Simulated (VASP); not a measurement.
All values below come from PBE GGA, VASP's PBE PAW potentials (set 64) (plane waves; VASP 6.6.1).

VASP input:

### POSCAR
```
GaAs
1.0
  0.0000000000   2.8708749040   2.8708749040
  2.8708749040   0.0000000000   2.8708749040
  2.8708749040   2.8708749040   0.0000000000
Ga As
1 1
Cart
  0.0000000000   0.0000000000   0.0000000000
  1.4354374520   1.4354374520   1.4354374520
```

**INCAR**
```
SYSTEM = GaAs
PREC = Accurate
ENCUT = 400
EDIFF = 1E-6
NELM = 100
ALGO = Normal
LREAL = .FALSE.
LASPH = .TRUE.
ISMEAR = 0
SIGMA = 0.05
GGA = PE
LMAXMIX = 4
LWAVE = .FALSE.
LCHARG = .FALSE.
IBRION = 2
ISIF = 3
NSW = 60
EDIFFG = -0.01
```

**KPOINTS**
```
Regular mesh
0
gamma
 7 7 7
```

POTCAR, in this order: Ga_d As (PBE.64 set). Program: vasp_std.

**Question.** What will the output report for the number of irreducible k-points (NKPTS), number of bands (NBANDS), largest plane-wave count, number of space-group operations, FFT grid (NGX, NGY, NGZ)?

**Answer.** 
- number of irreducible k-points (NKPTS): 20
- number of bands (NBANDS): 13
- largest plane-wave count: 881
- number of space-group operations: 24
- FFT grid (NGX, NGY, NGZ): 28 × 28 × 28

The compound is GaAs in the zinc blende structure. It was relaxed first. The start is the result of an earlier pass.
